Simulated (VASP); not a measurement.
Write the native input for VASP 6.6.1 that does the following.

| Quantity | Value |
| --- | --- |
| Task | single point |
| Functional | PBE |
| Potentials or basis | VASP PAW PBE potentials, release 64 (Ge_d) |
| Cutoff | 520 eV |
| k mesh | 4 × 4 × 4 |
| Occupations | gaussian, width 0.02 eV |
| Spin | no spin polarisation |
| Further INCAR settings | ALGO = Normal; EDIFF = 1e-07; NBANDS = 21 |

The structure of Ge lies in POSCAR:

```
Ge                                      
1.0
    0.0000000000      2.8423804790      2.8423804790
    2.8423804790     -0.0000000000      2.8423804790
    2.8423804790      2.8423804790     -0.0000000000
  Ge            
     2
Direct
     0.0000000000000000    0.0000000000000000    0.0000000000000000
     0.2500000000000000    0.2500000000000000    0.2500000000000000
```

The cell isn't the ideal one: a relaxed cell with its volume scaled by 0.94.

One way to write it, as run:

INCAR

```
SYSTEM = Ge
PREC = Accurate
ENCUT = 520
EDIFF = 1E-7
ISMEAR = 0
SIGMA = 0.02
LREAL = .FALSE.
LASPH = .TRUE.
NELM = 60
ALGO = Normal
ISIF = 2
LWAVE = .FALSE.
LCHARG = .FALSE.
GGA = PE
NBANDS = 21
```

KPOINTS

```
regular mesh
0
G
  4 4 4
  0 0 0
```

Potentials or basis: VASP PAW PBE potentials, release 64 (Ge_d).

Run with:

```bash
$ cat potpaw_PBE.64/Ge_d/POTCAR > POTCAR
$ mpirun -np 1 vasp_std > vasp.out
```

It gave:

The pressure is 3.4 GPa and the band gap on the k mesh is none (metal or under the smearing width).

Caveat: the k mesh is coarse (spacing up to 0.48 Å⁻¹), so the values aren't converged.

Run time: 7.6 s on 1 thread of AMD EPYC 7R13 Processor (Zen 3) (shared host), peak memory 0.13 GiB.
